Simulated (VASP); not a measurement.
Data:

```yaml
crystal:
  lattice:
    - [0.00000, 3.25168, 3.25168]
    - [3.25168, 0.00000, 3.25168]
    - [3.25168, 3.25168, 0.00000]
  atoms:
    - { symbol: Te, position: [0.50000, 0.50000, 0.50000] }
    - { symbol: Pb, position: [0.00000, 0.00000, 0.00000] }
```

Method: revTPSS meta-GGA, VASP's PBE PAW potentials (set 64) (plane waves; VASP 6.6.1). Run with 520 eV cut-off, 7×7×7 Γ-centred mesh, Gaussian smearing of 0.050 eV, potentials Te Pb_d.

Task: The job: PbTe (rock salt), 2 atoms, revTPSS, static run, 520 eV, 7×7×7 Γ-centred mesh. Roughly how much core time does it take on a busy server core?

Result: About 60 core-seconds (one run on a shared machine, a rough figure). It had 20 irreducible k-points, 14 bands, up to 1868 plane waves and 21 electronic steps.

The compound is PbTe in the rock salt structure. It was relaxed first.
